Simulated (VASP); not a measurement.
These are vdW-DF2, VASP's PBE PAW potentials (set 64) (plane waves; VASP) values and carry that method's errors.

VASP input:

**POSCAR**
```
BaTiO3
1
    3.9837729775    -0.0000000000     0.0000000000
    0.0000000000     3.9837729775    -0.0000000000
    0.0000000000    -0.0000000000     3.9837729775
Ba Ti O
1 1 3
Direct
  0.0000000000   0.0000000000   0.0000000000
  0.5000000000   0.5000000000   0.5000000000
  0.5000000000   0.0000000000   0.5000000000
  0.0000000000   0.5000000000   0.5000000000
  0.5000000000   0.5000000000   0.0000000000
```

KPOINTS:
```
Automatic mesh
0
Gamma
5 5 5
0 0 0
```

INCAR:
```
# general
SYSTEM   = BaTiO3
PREC     = Accurate
ENCUT    = 520   # plane-wave cut-off (eV)
LREAL    = .False.   # projection in real space or not
LASPH    = .True.   # aspherical one-centre terms

# electronic loop
EDIFF    = 1E-6   # SCF stop (eV)
NELM     = 100   # most electronic steps
ALGO     = Normal
LMAXMIX  = 4   # l cut-off of mixed one-centre charges

# smearing
ISMEAR   = 0   # Gaussian
SIGMA    = 0.05   # width (eV)

# functional
GGA      = ML
LUSE_VDW = .True.
AGGAC    = 0.0
ZAB_VDW  = -1.8867

# ions
IBRION   = 2
NSW      = 60   # most ionic steps
ISIF     = 3
EDIFFG   = -0.02

# output
LWAVE    = .False.
LCHARG   = .False.
```

POTCAR, in this order: Ba_sv Ti_sv O (PBE.64 set). Program: vasp_std.

Output

File OUTCAR:
```
 ion  position               nearest neighbor table
   1  0.000  0.000  0.000-   3 2.82   4 2.82   5 2.82   3 2.82   4 2.82   4 2.82   5 2.82   4 2.82
                             3 2.82   5 2.82   3 2.82   5 2.82   2 3.45   2 3.45   2 3.45   2 3.45
   2  0.500  0.500  0.500-   3 1.99   4 1.99   5 1.99   5 1.99   3 1.99   4 1.99   1 3.45   1 3.45
                             1 3.45   1 3.45   1 3.45   1 3.45   1 3.45   1 3.45
   3  0.500  0.000  0.500-   2 1.99   2 1.99   1 2.82   1 2.82   1 2.82   1 2.82
   4  0.000  0.500  0.500-   2 1.99   2 1.99   1 2.82   1 2.82   1 2.82   1 2.82
   5  0.500  0.500  0.000-   2 1.99   2 1.99   1 2.82   1 2.82   1 2.82   1 2.82
  LATTYP: Found a simple cubic cell.
 ALAT       =     3.9837729775
 Subroutine PRICEL returns:
 Original cell was already a primitive cell.
 Subroutine GETGRP returns: Found 48 space group operations
The static configuration has the point symmetry O_h .
The dynamic configuration has the point symmetry O_h .
 Subroutine INISYM returns: Found 48 space group operations
 Subroutine IBZKPT returns following result:
 Found     10 irreducible k-points:

 Following reciprocal coordinates:
            Coordinates               Weight
  0.000000  0.000000  0.000000      1.000000
  0.200000  0.000000  0.000000      6.000000
  0.400000  0.000000  0.000000      6.000000
  0.200000  0.200000  0.000000     12.000000
  0.400000  0.200000  0.000000     24.000000
  0.400000  0.400000  0.000000     12.000000
  0.200000  0.200000  0.200000      8.000000
  0.400000  0.200000  0.200000     24.000000
  0.400000  0.400000  0.200000     24.000000
  0.400000  0.400000  0.400000      8.000000
   k-points           NKPTS =     10   k-points in BZ     NKDIM =     10   number of bands    NBANDS=     24
   number of dos      NEDOS =    301   number of ions     NIONS =      5
   total plane-waves  NPLWV =  27000
   dimension x,y,z NGX =    30 NGY =   30 NGZ =   30
   dimension x,y,z NGXF=    60 NGYF=   60 NGZF=   60
   ions per type =               1   1   3
   PREC   = accura    normal or accurate (medium, high low for compatibility)
   ISTART =      0    job   : 0-new  1-cont  2-samecut
   ICHARG =      2    charge: 1-file 2-atom 10-const
   ISPIN  =      1    spin polarized calculation?
   LNONCOLLINEAR =      F non collinear calculations
   LSORBIT =      F    spin-orbit coupling
   INIWAV =      1    electr: 0-lowe 1-rand  2-diag
   ENCUT  =  520.0 eV  38.22 Ry    6.18 a.u.   7.41  7.41  7.41*2*pi/ulx,y,z
   NELM   =    100;   NELMIN=  2; NELMDL= -5     # of ELM steps
   EDIFF  = 0.1E-05   stopping-criterion for ELM
   LREAL  =      F    real-space projection
   NLSPLINE    = F    spline interpolate recip. space projectors
   LMAXMIX     =    4 max onsite mixed and CHGCAR
   VOSKOWN=      0    Vosko Wilk Nusair interpolation
   EDIFFG = -.2E-01   stopping-criterion for IOM
   NSW    =     60    number of steps for IOM
   NBLOCK =      1;   KBLOCK =     60    inner block; outer block
   IBRION =      2    ionic relax: 0-MD 1-quasi-New 2-CG
   NFREE  =      1    steps in history (QN), initial steepest desc. (CG)
   ISIF   =      3    stress and relaxation
   ISYM   =      2    0-nonsym 1-usesym 2-fastsym
   TEIN   =    0.0    initial temperature
   TEBEG  =    0.0;   TEEND  =   0.0 temperature during run
   SMASS  =  -3.00    Nose mass-parameter (am)
   PSTRESS=    0.0 pullay stress
   NELECT =      40.0000    total number of electrons
   EFERMI =   0.00;   METHOD = LEGACY
   ISMEAR =     0;   SIGMA  =   0.05  broadening in eV -4-tet -1-fermi 0-gaus
   IALGO  =     38    algorithm
   LDIAG  =      T    sub-space diagonalisation (order eigenvalues)
   IMIX   =      4    mixing-type and parameters
     AMIX     =   0.40;   BMIX     =  1.00
     AMIX_MAG =   1.60;   BMIX_MAG =  1.00
     AMIN     =   0.10
   GGA     = ML    functional components
   VOSKOWN =     0    Vosko Wilk Nusair interpolation
   LHFCALC =     F    Hartree Fock is set to
   LHFONE  =     F    Hartree Fock one center treatment
...
```

**OSZICAR**
```
       N       E                     dE             d eps       ncg     rms          rms(c)
DAV:   1     0.478742172637E+03    0.47874E+03   -0.21732E+04   480   0.182E+03
DAV:   2     0.412937423913E+01   -0.47461E+03   -0.46672E+03   584   0.502E+02
DAV:   3    -0.408043287843E+02   -0.44934E+02   -0.44888E+02   688   0.149E+02
DAV:   4    -0.431176997926E+02   -0.23134E+01   -0.23123E+01   680   0.293E+01
DAV:   5    -0.432029725413E+02   -0.85273E-01   -0.85270E-01   664   0.415E+00    0.251E+01
DAV:   6    -0.302355480754E+02    0.12967E+02   -0.93010E+01   728   0.834E+01    0.109E+01
DAV:   7    -0.302168710164E+02    0.18677E-01   -0.15105E+01   592   0.304E+01    0.704E+00
DAV:   8    -0.300041421999E+02    0.21273E+00   -0.83574E-01   648   0.881E+00    0.377E+00
DAV:   9    -0.300198694634E+02   -0.15727E-01   -0.56449E-01   648   0.669E+00    0.158E+00
DAV:  10    -0.300006925575E+02    0.19177E-01   -0.18334E-01   600   0.419E+00    0.539E-01
DAV:  11    -0.299977107136E+02    0.29818E-02   -0.26231E-02   576   0.102E+00    0.208E-01
DAV:  12    -0.299975855434E+02    0.12517E-03   -0.61895E-03   632   0.636E-01    0.129E-01
DAV:  13    -0.299972872168E+02    0.29833E-03   -0.10895E-03   552   0.331E-01    0.267E-02
DAV:  14    -0.299972803774E+02    0.68394E-05   -0.10182E-04   736   0.882E-02    0.805E-03
DAV:  15    -0.299972802965E+02    0.80855E-07   -0.78668E-06   584   0.267E-02
   1 F= -.29997280E+02 E0= -.29997280E+02  d E =-.299973E+02
       N       E                     dE             d eps       ncg     rms          rms(c)
DAV:   1    -0.384771388900E+02   -0.84799E+01   -0.23063E+02   568   0.156E+02    0.235E+01
DAV:   2    -0.346614573557E+02    0.38157E+01   -0.72420E+01   536   0.806E+01    0.134E+01
DAV:   3    -0.302178166689E+02    0.44436E+01   -0.16757E+01   576   0.282E+01    0.349E+00
DAV:   4    -0.299806967251E+02    0.23712E+00   -0.12392E+00   624   0.760E+00    0.174E+00
DAV:   5    -0.299822281831E+02   -0.15315E-02   -0.98729E-01   632   0.555E+00    0.171E+00
DAV:   6    -0.299788577752E+02    0.33704E-02   -0.10540E-01   616   0.255E+00    0.775E-01
DAV:   7    -0.300025274744E+02   -0.23670E-01   -0.34261E-02   680   0.122E+00    0.452E-01
DAV:   8    -0.300004124243E+02    0.21151E-02   -0.22602E-02   672   0.122E+00    0.724E-02
DAV:   9    -0.300004385968E+02   -0.26172E-04   -0.56266E-04   536   0.165E-01    0.276E-02
DAV:  10    -0.300004425898E+02   -0.39930E-05   -0.10424E-04   632   0.802E-02    0.128E-02
DAV:  11    -0.300004449803E+02   -0.23905E-05   -0.25118E-05   656   0.389E-02    0.707E-03
DAV:  12    -0.300004443665E+02    0.61377E-06   -0.60745E-06   504   0.198E-02
   2 F= -.30000444E+02 E0= -.30000444E+02  d E =-.316407E-02
       N       E                     dE             d eps       ncg     rms          rms(c)
DAV:   1    -0.324569358605E+02   -0.24565E+01   -0.61255E+01   560   0.744E+01    0.115E+01
DAV:   2    -0.304585294769E+02    0.19984E+01   -0.72867E+00   592   0.231E+01    0.374E+00
DAV:   3    -0.302254602341E+02    0.23307E+00   -0.13481E+00   632   0.789E+00    0.938E-01
DAV:   4    -0.302346027372E+02   -0.91425E-02   -0.34805E-01   640   0.302E+00    0.733E-01
DAV:   5    -0.302347496205E+02   -0.14688E-03   -0.16627E-02   544   0.772E-01    0.496E-01
DAV:   6    -0.302416860233E+02   -0.69364E-02   -0.17208E-02   608   0.876E-01    0.317E-01
DAV:   7    -0.302452244805E+02   -0.35385E-02   -0.14441E-02   736   0.740E-01    0.902E-02
DAV:   8    -0.302452366465E+02   -0.12166E-04   -0.99211E-04   536   0.221E-01    0.616E-02
DAV:   9    -0.302452410414E+02   -0.43949E-05   -0.12765E-04   584   0.104E-01    0.117E-02
DAV:  10    -0.302452442585E+02   -0.32171E-05   -0.58235E-06   536   0.185E-02    0.308E-03
DAV:  11    -0.302452441787E+02    0.79791E-07   -0.21950E-07   264   0.395E-03
   3 F= -.30245244E+02 E0= -.30245244E+02  d E =-.247964E+00
```

File OUTCAR:
```
------------------------ aborting loop because EDIFF is reached ----------------------------------------
  FORCE on cell =-STRESS in cart. coord.  units (eV):
  Direction    XX          YY          ZZ          XY          YZ          ZX
  --------------------------------------------------------------------------------------
  Total       -0.0820977     -0.0820977     -0.0820977      0.0000000     -0.0000000      0.0000000
  in kB       -1.9111480     -1.9111480     -1.9111480      0.0000000     -0.0000000      0.0000000
  external PRESSURE =      -1.9111480 kB  Pullay stress =       0.0000000 kB
  volume of cell :       68.83
      direct lattice vectors                 reciprocal lattice vectors
     4.098097967  0.000000000  0.000000000     0.244015640 -0.000000000  0.000000000
     0.000000000  4.098097967  0.000000000    -0.000000000  0.244015640  0.000000000
    -0.000000000 -0.000000000  4.098097967    -0.000000000 -0.000000000  0.244015640
 POSITION                                       TOTAL-FORCE (eV/Angst)
 -----------------------------------------------------------------------------------
      0.00000      0.00000      0.00000         0.000000      0.000000      0.000000
      2.04905      2.04905      2.04905        -0.000000     -0.000000      0.000000
      2.04905     -0.00000      2.04905        -0.000000     -0.000000      0.000000
     -0.00000      2.04905      2.04905        -0.000000     -0.000000      0.000000
      2.04905      2.04905      0.00000         0.000000      0.000000      0.000000
 -----------------------------------------------------------------------------------
    total drift:                                0.000000      0.000000     -0.000000
  FREE ENERGIE OF THE ION-ELECTRON SYSTEM (eV)
  ---------------------------------------------------
  free  energy   TOTEN  =       -30.2452441787 eV

  energy  without entropy=      -30.2452441787  energy(sigma->0) =      -30.24524418

 reached required accuracy - stopping structural energy minimisation
```
(Selected blocks of OUTCAR.)

CONTCAR:
```
BaTiO3
   1.00000000000000
     4.0980979668471678    0.0000000000000000    0.0000000000000000
     0.0000000000000000    4.0980979668471678    0.0000000000000000
    -0.0000000000000000   -0.0000000000000000    4.0980979668471678
  Ba              Ti              O
     1     1     3
Direct
     0.0000000000000000    0.0000000000000000    0.0000000000000000
     0.5000000000000000    0.5000000000000000    0.5000000000000000
     0.5000000000000000    0.0000000000000000    0.5000000000000000
     0.0000000000000000    0.5000000000000000    0.5000000000000000
     0.5000000000000000    0.5000000000000000    0.0000000000000000
```

Energy and stress use the plane-wave basis of the starting cell.

The compound is BaTiO3 in the cubic perovskite structure, the ideal cubic form; the compound distorts at low or room temperature. This run relaxes it. Symmetry was kept, so distortions that lower it aren't found. The start is the result of an earlier pass.
